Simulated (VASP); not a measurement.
# WC: the relaxed cell at several levels

How close do the usual functionals, with and without dispersion, come to the cell of WC? The levels: PBE, LDA, r2SCAN and PBE + D3(BJ). LASPH is on for some levels and off for others; the table marks which. The start is a cell from a database of measured crystal structures.

Method: PBE; plane waves and PAW (W, C), in the first sound run; inputs show where later runs differ, in VASP 6.6.1.

The experiments to compare with:

For WC, hexagonal WC (polycrystalline pellet, spark plasma sintered, 99.996 wt% purity), “Reflectance spectral studies of spark plasma sintered tungsten carbide pellet” (2024, arxiv:2411.15754) gives, by X-ray diffraction: lattice constant a (a of hexagonal cell) 2.906 Å; lattice constant c (c of hexagonal cell) 2.837 Å.

## 1. Set-up

Before any relaxation, the start is as follows. The structure is hexagonal, space group P-6m2 (No. 187). Conventional cell: a = 2.906 Å, b = 2.906 Å, c = 2.838 Å, α = 90.00°, β = 90.00°, γ = 120.00°. Nearest to W lie 6 C at 2.20 Å. C has 6 W at 2.20 Å nearest. Farther neighbours are not listed.

## 2. Relaxation with PBE

Properties are meant for the cell that this level of theory prefers, so cell and atoms are relaxed first (ISIF = 3) until forces and stress are small; EDIFFG sets the threshold. PBE, the usual starting point, adds the gradient of the density.

File INCAR:

```
SYSTEM = WC
PREC = Accurate
ENCUT = 560
EDIFF = 1E-06
NELM = 100
ISMEAR = -1
SIGMA = 0.05
LREAL = .FALSE.
ALGO = Normal
GGA = PE
NBANDS = 11
LORBIT = 11
LWAVE = .FALSE.
LCHARG = .FALSE.
KPAR = 2
IBRION = 2
NSW = 60
ISIF = 3
EDIFFG = -0.01
```

File POSCAR:

```
WC
1.0
    2.9059000000      0.0000000000      0.0000000000
   -1.4529500000      2.5165832209      0.0000000000
    0.0000000000      0.0000000000      2.8376700000
W C
1 1
Direct
    0.0000000000      0.0000000000      0.0000000000
    0.6666666667      0.3333333333      0.5000000000
```

File KPOINTS:

```
Automatic mesh
0
Gamma
9 9 8
0 0 0
```

The projector-augmented-wave data sets are W and C (PBE family, release 64).

Started as:

```sh
mpirun -np 2 vasp_std
```

The log of the run:

```text
[banner, memory and clock lines left out]
running    2 mpi-ranks, on    1 nodes
 distrk:  each k-point on    1 cores,    2 groups
 distr:  one band on    1 cores,    1 groups

 POSCAR found type information on POSCAR W C
 POSCAR found :  2 types and       2 ions
 LDA part: xc-table for (Slater+PW92), standard interpolation
 POSCAR, INCAR and KPOINTS ok, starting setup
 FFT: planning ... GRIDC
 FFT: planning ... GRID_SOFT
 FFT: planning ... GRID
 WAVECAR not read
 entering main loop
       N       E                     dE             d eps       ncg     rms          rms(c)
DAV:   1     0.268815234064E+02    0.26882E+02   -0.51987E+03  1320   0.872E+02
DAV:   2    -0.235721922214E+02   -0.50454E+02   -0.47540E+02  1511   0.208E+02
DAV:   3    -0.256757764187E+02   -0.21036E+01   -0.20756E+01  1615   0.355E+01
DAV:   4    -0.256914560801E+02   -0.15680E-01   -0.15676E-01  1470   0.346E+00
DAV:   5    -0.256915224034E+02   -0.66323E-04   -0.66321E-04  1602   0.219E-01    0.339E+01
DAV:   6    -0.226371505686E+02    0.30544E+01   -0.13921E+01  1577   0.227E+01    0.109E+01
DAV:   7    -0.225645817177E+02    0.72569E-01   -0.68699E-01  1353   0.648E+00    0.823E+00
DAV:   8    -0.225270217780E+02    0.37560E-01   -0.10920E-01  1458   0.249E+00    0.220E+00
DAV:   9    -0.225203791895E+02    0.66426E-02   -0.17181E-02  1425   0.840E-01    0.103E-01
DAV:  10    -0.225203507388E+02    0.28451E-04   -0.94399E-04  1509   0.263E-01    0.175E-01
DAV:  11    -0.225203391483E+02    0.11591E-04   -0.11070E-04  1669   0.727E-02    0.107E-02
DAV:  12    -0.225203354432E+02    0.37051E-05   -0.62980E-06  1449   0.176E-02    0.118E-02
DAV:  13    -0.225203355157E+02   -0.72504E-07   -0.31123E-07   723   0.596E-03
   1 F= -.22520336E+02 E0= -.22518835E+02  d E =-.225203E+02
 curvature:   0.00 expect dE= 0.000E+00 dE for cont linesearch  0.000E+00
 trial: gam= 0.00000 g(F)=  0.645E-52 g(S)=  0.265E-01 ort = 0.000E+00 (trialstep = 0.100E+01)
 search vector abs. value=  0.265E-01
 bond charge predicted
       N       E                     dE             d eps       ncg     rms          rms(c)
DAV:   1    -0.225148745793E+02    0.54609E-02   -0.87521E-01  1332   0.746E+00    0.311E+00
DAV:   2    -0.225025693928E+02    0.12305E-01   -0.96819E-03  1533   0.833E-01    0.166E+00
DAV:   3    -0.224980607868E+02    0.45086E-02   -0.91895E-03  1467   0.704E-01    0.690E-02
DAV:   4    -0.224980679261E+02   -0.71393E-05   -0.14699E-04  1449   0.866E-02    0.354E-02
DAV:   5    -0.224980683974E+02   -0.47126E-06   -0.18718E-05  1564   0.275E-02    0.550E-03
DAV:   6    -0.224980684257E+02   -0.28373E-07   -0.75474E-07   885   0.730E-03
   2 F= -.22498068E+02 E0= -.22496596E+02  d E =0.222671E-01
[...]
3 F= -.22523793E+02 E0= -.22522297E+02  d E =-.345761E-02
[...]
4 F= -.22523793E+02 E0= -.22522297E+02  d E =-.345772E-02
[...]
5 F= -.22523809E+02 E0= -.22522267E+02  d E =-.154574E-04
 trial-energy change:   -0.000015  1 .order   -0.000014   -0.000237    0.000209
 step:   0.4531(harm=  0.4531)  dis= 0.00000  next Energy=   -22.523856 (dE=-0.631E-04)
 bond charge predicted
       N       E                     dE             d eps       ncg     rms          rms(c)
DAV:   1    -0.225238779996E+02   -0.69382E-04   -0.19848E-03  1323   0.339E-01    0.223E-02
DAV:   2    -0.225238625026E+02    0.15497E-04   -0.39690E-05  1559   0.508E-02    0.114E-02
DAV:   3    -0.225238581156E+02    0.43870E-05   -0.58134E-06  1499   0.166E-02    0.596E-03
DAV:   4    -0.225238575807E+02    0.53489E-06   -0.11313E-06   807   0.700E-03
   6 F= -.22523858E+02 E0= -.22522338E+02  d E =-.643468E-04
 curvature:  -0.23 expect dE=-0.998E-06 dE for cont linesearch -0.214E-08
 trial: gam= 0.01339 g(F)=  0.316E-50 g(S)=  0.439E-05 ort = 0.162E-05 (trialstep = 0.772E+00)
 search vector abs. value=  0.449E-05
 reached required accuracy - stopping structural energy minimisation
```

Elapsed: 17 s, on 2 MPI ranks of Intel Xeon Platinum 8259CL at 2.50GHz (Skylake/Cascade Lake), shared host; peak memory 0.29 GiB; 33 s of CPU time.

The logs omit lines about the potential files and the build; timing stands in the text.

Parts of OUTCAR (step 2):

```text
ion  position               nearest neighbor table
   1  0.000  0.000  0.000-   2 2.20   2 2.20   2 2.20   2 2.20   2 2.20   2 2.20
   2  0.667  0.333  0.500-   1 2.20   1 2.20   1 2.20   1 2.20   1 2.20   1 2.20

  LATTYP: Found a hexagonal cell.
 ALAT       =     2.9059000000
 C/A-ratio  =     0.9765201831

 Subroutine GETGRP returns: Found 12 space group operations
 (whereof 12 operations were pure point group operations)

The static configuration has the point symmetry D_3h.

 Found     60 irreducible k-points:

   k-points           NKPTS =     60   k-points in BZ     NKDIM =     60   number of bands    NBANDS=     11

   dimension x,y,z NGX =    24 NGY =   24 NGZ =   24
   dimension x,y,z NGXF=    48 NGYF=   48 NGZF=   48

   ENCUT  =  560.0 eV  41.16 Ry    6.42 a.u.   5.61  5.61  5.48*2*pi/ulx,y,z

   NELECT =      10.0000    total number of electrons

 k-points in reciprocal lattice and weights: Automatic mesh
   0.00000000  0.00000000  0.00000000       0.002
   0.11111111 -0.00000000  0.00000000       0.009
   0.22222222  0.00000000  0.00000000       0.009
   0.33333333 -0.00000000  0.00000000       0.009
   0.44444444  0.00000000  0.00000000       0.009
   0.11111111  0.11111111  0.00000000       0.009
   0.22222222  0.11111111  0.00000000       0.019
   0.33333333  0.11111111  0.00000000       0.019
   0.44444444  0.11111111  0.00000000       0.009
[...]
0.33333333  0.22222222  0.50000000       0.019
   0.33333333  0.33333333  0.50000000       0.003

 average (electrostatic) potential at core
       1 -37.4838       2 -46.2771

 E-fermi :   8.1712

 k-point     1 :       0.0000    0.0000    0.0000
  band No.  band energies     occupation
      1      -6.1783      2.00000
      2       3.9313      2.00000
      3       4.8832      2.00000
      4       4.8832      2.00000
      5       8.3150      0.10675
      6      11.3113      0.00000
      7      11.3113      0.00000
      8      13.7591      0.00000
      9      13.7591      0.00000
    ...

 k-point     2 :       0.1111   -0.0000    0.0000
  band No.  band energies     occupation
      1      -5.8773      2.00000
      2       3.9243      2.00000
      3       4.5753      2.00000
      4       5.1774      2.00000
      5       7.4743      2.00000
      6      11.2015      0.00000
      7      12.2525      0.00000
      8      13.1448      0.00000
      9      13.5452      0.00000
     10      15.4989      0.00000
    ...

 k-point     3 :       0.2222    0.0000    0.0000
  band No.  band energies     occupation
      1      -5.0557      2.00000
      2       3.0007      2.00000
      3       4.8810      2.00000
      4       5.9663      2.00000
      5       6.1973      2.00000
      6      10.9349      0.00000
      7      12.0477      0.00000
      8      13.0939      0.00000
      9      13.6898      0.00000
     10      17.1786      0.00000
    ...

  Total        0.0079390      0.0079390      0.0074888      0.0000000      0.0000000     -0.0000000
  in kB        0.6059836      0.6059836      0.5716205      0.0000000      0.0000000     -0.0000000
  external PRESSURE =       0.5945292 kB  Pullay stress =       0.0000000 kB

  energy-cutoff  :      560.00
  volume of cell :       20.99
      direct lattice vectors                 reciprocal lattice vectors
     2.919040705  0.000000000 -0.000000000     0.342578299  0.197787673  0.000000000
    -1.459520353  2.527963405 -0.000000000     0.000000000  0.395575347  0.000000000
     0.000000000 -0.000000000  2.844489106     0.000000000  0.000000000  0.351556980

 POSITION                                       TOTAL-FORCE (eV/Angst)
 -----------------------------------------------------------------------------------
      0.00000     -0.00000      0.00000         0.000000     -0.000000     -0.000000
      1.45952      0.84265      1.42224        -0.000000      0.000000      0.000000
 -----------------------------------------------------------------------------------
    total drift:                               -0.000000      0.000000      0.000000

  FREE ENERGIE OF THE ION-ELECTRON SYSTEM (eV)
  ---------------------------------------------------
  free  energy   TOTEN  =       -22.5238575807 eV

  energy  without entropy=      -22.5208178551  energy(sigma->0) =      -22.52233772

 reached required accuracy - stopping structural energy minimisation

 total charge
# of ion       s       p       d       tot
------------------------------------------
    1        0.621   0.869   4.325   5.815
    2        0.854   1.559   0.000   2.413
--------------------------------------------------
tot          1.475   2.428   4.325   8.228

[... 3 further parts left out ...]
```

The k-mesh is coarse for a metal. The data set W keeps the semicore shell frozen, which is cheaper and a little less accurate. The run keeps the 12 symmetry operations of its start, so it cannot find a distortion of lower symmetry.

The steps of the relaxation:

| step | energy less that of the first step (eV) | largest force (eV/Å) | pressure (GPa) | volume (Å³) |
| --- | --- | --- | --- | --- |
| 1 | 0.0000 | 0.0000 | 4.66 | 20.75 |
| 2 | 0.0223 | 0.0000 | -11.84 | 21.67 |
| 3 | -0.0035 | 0.0000 | -0.08 | 20.99 |
| 4 | -0.0035 | 0.0000 | 0.00 | 20.99 |
| 5 | -0.0035 | 0.0000 | 0.09 | 20.99 |
| 6 | -0.0035 | 0.0000 | 0.06 | 20.99 |

| conventional cell, symmetrised | before | after | change |
| --- | --- | --- | --- |
| a (Å) | 2.906 | 2.919 | +0.5 % |
| b (Å) | 2.906 | 2.919 | +0.5 % |
| c (Å) | 2.838 | 2.844 | +0.2 % |
| volume (Å³/atom) | 10.38 | 10.50 | +1.1 % |

Final coordinates:

```cif
data_structure
_symmetry_space_group_name_H-M 'P 1'
_symmetry_Int_Tables_number 1
_cell_length_a 2.9190
_cell_length_b 2.9190
_cell_length_c 2.8445
_cell_angle_alpha 90.000
_cell_angle_beta 90.000
_cell_angle_gamma 120.000
_cell_volume 20.99
loop_
_atom_site_label
_atom_site_type_symbol
_atom_site_fract_x
_atom_site_fract_y
_atom_site_fract_z
_atom_site_occupancy
W1 W 0.00000 0.00000 0.00000 1
C2 C 0.66667 0.33333 0.50000 1
```

Numbers from this step:

```
electrons                       : 10
bands                           : 11
irreducible k-points            : 60
symmetry operations             : 12
free energy (TOTEN)             : -22.52 eV
energy at zero smearing         : -22.52 eV
Fermi energy                    : 8.171 eV
pressure                        : 0.05945 GPa
metallic                        : yes
SCF cycles over all ionic steps : 36
```

It ends with forces that vanish by symmetry and a pressure of 0.06 GPa. The volume lies +1.1 % from that of the database's start. The conventional cell has a = 2.919 and c = 2.844 Å.

## 3. Relaxation with LDA

This step: LDA; plane waves and PAW (W, C) (VASP 6.6.1).

LDA, the lowest rung, knows the local density alone.

Changes to INCAR since step 2:

```diff
@@ -9,3 +9,3 @@
 ALGO = Normal
-GGA = PE
+GGA = CA
 NBANDS = 11
```

POSCAR is that of step 2.

KPOINTS is that of step 2.

Started as:

```sh
mpirun -np 2 vasp_std
```

The log of the run:

```text
[banner, memory and clock lines left out]
running    2 mpi-ranks, on    1 nodes
 distrk:  each k-point on    1 cores,    2 groups
 distr:  one band on    1 cores,    1 groups

 POSCAR found type information on POSCAR W C
 POSCAR found :  2 types and       2 ions
|                                                                             |
|               ----> ADVICE to this user running VASP <----                  |
|                                                                             |
|     You enforced a specific xc type in the INCAR file but a different       |
|     [... a line on the potential file left out ...]
|     I HOPE YOU KNOW WHAT YOU ARE DOING!                                     |
|                                                                             |

 LDA part: xc-table for (Slater(with rela. corr.)+CA(PZ))
 , standard interpolation
 POSCAR, INCAR and KPOINTS ok, starting setup
 FFT: planning ... GRIDC
 FFT: planning ... GRID_SOFT
 FFT: planning ... GRID
 WAVECAR not read
 entering main loop
       N       E                     dE             d eps       ncg     rms          rms(c)
DAV:   1     0.247271825275E+02    0.24727E+02   -0.51950E+03  1320   0.872E+02
DAV:   2    -0.258279451797E+02   -0.50555E+02   -0.47632E+02  1511   0.208E+02
DAV:   3    -0.279452117181E+02   -0.21173E+01   -0.20890E+01  1610   0.356E+01
DAV:   4    -0.279612174588E+02   -0.16006E-01   -0.16002E-01  1470   0.351E+00
DAV:   5    -0.279612857032E+02   -0.68244E-04   -0.68243E-04  1599   0.222E-01    0.363E+01
DAV:   6    -0.249910503526E+02    0.29702E+01   -0.13855E+01  1586   0.227E+01    0.122E+01
DAV:   7    -0.248888221397E+02    0.10223E+00   -0.73401E-01  1359   0.656E+00    0.899E+00
DAV:   8    -0.248437294458E+02    0.45093E-01   -0.11514E-01  1443   0.265E+00    0.220E+00
DAV:   9    -0.248382917702E+02    0.54377E-02   -0.15408E-02  1419   0.781E-01    0.105E-01
DAV:  10    -0.248381611009E+02    0.13067E-03   -0.87415E-04  1521   0.266E-01    0.185E-01
DAV:  11    -0.248381436019E+02    0.17499E-04   -0.86662E-05  1585   0.648E-02    0.796E-03
DAV:  12    -0.248381426007E+02    0.10012E-05   -0.46096E-06  1418   0.147E-02    0.122E-02
DAV:  13    -0.248381425598E+02    0.40926E-07   -0.33844E-07   720   0.560E-03
   1 F= -.24838143E+02 E0= -.24836733E+02  d E =-.248381E+02
 curvature:   0.00 expect dE= 0.000E+00 dE for cont linesearch  0.000E+00
 trial: gam= 0.00000 g(F)=  0.114E-48 g(S)=  0.702E-01 ort = 0.000E+00 (trialstep = 0.100E+01)
 search vector abs. value=  0.702E-01
 bond charge predicted
       N       E                     dE             d eps       ncg     rms          rms(c)
DAV:   1    -0.248019713191E+02    0.36171E-01   -0.23661E+00  1323   0.129E+01    0.597E+00
DAV:   2    -0.247724794292E+02    0.29492E-01   -0.22830E-02  1560   0.139E+00    0.307E+00
DAV:   3    -0.247608368099E+02    0.11643E-01   -0.19177E-02  1485   0.108E+00    0.798E-02
DAV:   4    -0.247608411067E+02   -0.42968E-05   -0.23756E-04  1476   0.114E-01    0.468E-02
DAV:   5    -0.247608441292E+02   -0.30225E-05   -0.66825E-05  1567   0.533E-02    0.207E-02
DAV:   6    -0.247608448442E+02   -0.71503E-06   -0.15753E-06  1144   0.102E-02
   2 F= -.24760845E+02 E0= -.24759369E+02  d E =0.772977E-01
[...]
3 F= -.24847011E+02 E0= -.24845577E+02  d E =-.886804E-02
 curvature:  -0.12 expect dE=-0.526E-05 dE for cont linesearch -0.482E-05
 ZBRENT: interpolating
 opt :   0.2500  next Energy=   -24.847015 (dE=-0.887E-02)
 bond charge predicted
       N       E                     dE             d eps       ncg     rms          rms(c)
DAV:   1    -0.248470168803E+02   -0.70084E-05   -0.70446E-05  1326   0.686E-02    0.310E-02
DAV:   2    -0.248470160246E+02    0.85570E-06   -0.66419E-07  1081   0.735E-03
   4 F= -.24847016E+02 E0= -.24845582E+02  d E =-.887346E-02
 curvature:  -0.11 expect dE=-0.890E-06 dE for cont linesearch -0.243E-06
 trial: gam=-0.00540 g(F)=  0.134E-49 g(S)=  0.781E-05 ort = 0.387E-03 (trialstep = 0.850E+00)
 search vector abs. value=  0.567E-05
 reached required accuracy - stopping structural energy minimisation
```

The job ended after 11 s (2 MPI ranks; peak memory 0.27 GiB).

Parts of OUTCAR (step 3):

```text
The static configuration has the point symmetry D_3h.

 Found     60 irreducible k-points:

   NELECT =      10.0000    total number of electrons

 E-fermi :   8.2660

 k-point     1 :       0.0000    0.0000    0.0000
  band No.  band energies     occupation
      1      -6.1908      2.00000
      2       3.8102      2.00000
      3       4.8211      2.00000
      4       4.8211      2.00000
      5       8.4122      0.10202
      6      11.5074      0.00000
      7      11.5074      0.00000
      8      13.9963      0.00000
      9      13.9963      0.00000
    ...

 k-point     2 :       0.1111   -0.0000    0.0000
  band No.  band energies     occupation
      1      -5.8760      2.00000
      2       3.8159      2.00000
      3       4.5105      2.00000
      4       5.1318      2.00000
      5       7.5321      2.00000
      6      11.3908      0.00000
      7      12.4819      0.00000
      8      13.3892      0.00000
      9      13.7789      0.00000
     10      15.9356      0.00000
    ...

  Total       -0.0122656     -0.0122656      0.0047735     -0.0000000      0.0000000      0.0000000
  in kB       -0.9639116     -0.9639116      0.3751281     -0.0000000      0.0000000      0.0000000
  external PRESSURE =      -0.5175650 kB  Pullay stress =       0.0000000 kB

  energy-cutoff  :      560.00
  volume of cell :       20.39
      direct lattice vectors                 reciprocal lattice vectors
     2.890461220  0.000000000 -0.000000000     0.345965548  0.199743302 -0.000000000
    -1.445230610  2.503212845  0.000000000    -0.000000000  0.399486605 -0.000000000
     0.000000000  0.000000000  2.817727254     0.000000000  0.000000000  0.354895953

 POSITION                                       TOTAL-FORCE (eV/Angst)
 -----------------------------------------------------------------------------------
      2.89046      0.00000     -0.00000         0.000000     -0.000000      0.000000
      1.44523      0.83440      1.40886        -0.000000      0.000000      0.000000
 -----------------------------------------------------------------------------------
    total drift:                               -0.000000      0.000000      0.000000

  FREE ENERGIE OF THE ION-ELECTRON SYSTEM (eV)
  ---------------------------------------------------
  free  energy   TOTEN  =       -24.8470160246 eV

  energy  without entropy=      -24.8441477371  energy(sigma->0) =      -24.84558188

 total charge
# of ion       s       p       d       tot
------------------------------------------
    1        0.625   0.894   4.496   6.016
    2        0.840   1.585   0.000   2.425
--------------------------------------------------
tot          1.465   2.478   4.496   8.440

[... 8 parts as in an earlier step ...]

[... 5 further parts left out ...]
```

The PAW data sets were made with PBE, though LDA sets exist; this is a small mismatch.

Relaxation path:

| step | energy less that of the first step (eV) | largest force (eV/Å) | pressure (GPa) | volume (Å³) |
| --- | --- | --- | --- | --- |
| 1 | 0.0000 | 0.0000 | -7.53 | 20.75 |
| 2 | 0.0773 | 0.0000 | 26.59 | 19.32 |
| 3 | -0.0089 | 0.0000 | -0.19 | 20.40 |
| 4 | -0.0089 | 0.0000 | -0.05 | 20.39 |

| conventional cell, symmetrised | before | after | change |
| --- | --- | --- | --- |
| a (Å) | 2.906 | 2.890 | -0.5 % |
| b (Å) | 2.906 | 2.890 | -0.5 % |
| c (Å) | 2.838 | 2.818 | -0.7 % |
| volume (Å³/atom) | 10.38 | 10.19 | -1.8 % |

The relaxed structure:

```xyz
2
Lattice="2.8905 0.0000 0.0000 -1.4452 2.5032 0.0000 0.0000 0.0000 2.8177" Properties=species:S:1:pos:R:3 pbc="T T T"
W     0.0000    0.0000    0.0000
C     1.4452    0.8344    1.4089
```

Numbers from this step:

```yaml
free_energy_toten: -24.85 eV
energy_at_zero_smearing: -24.85 eV
fermi_energy: 8.266 eV
pressure: -0.05176 GPa
scf_cycles_over_all_ionic_steps: 27
```

It ends at 10.19 Å³/atom, -1.8 % from the start, with -0.05 GPa left. The conventional cell has a = 2.890 and c = 2.818 Å.

(Continued in part 2 of 2.)

[Lines on the potential files, build, host, timing and source positions are cut from VASP's logs without a mark.]

[Logs are printed without paths, hosts, clocks, repeated set-up lines and the standing remarks that a program may print on its own settings, such as how far it seeks lower states.]

[Hosts, paths, dates, database ids (printed as entryN), source tags and the programs' standing remarks are cut or masked in the printed files.]

[A measured line is paired with the nearest computed mode of its activity, which favours agreement.]
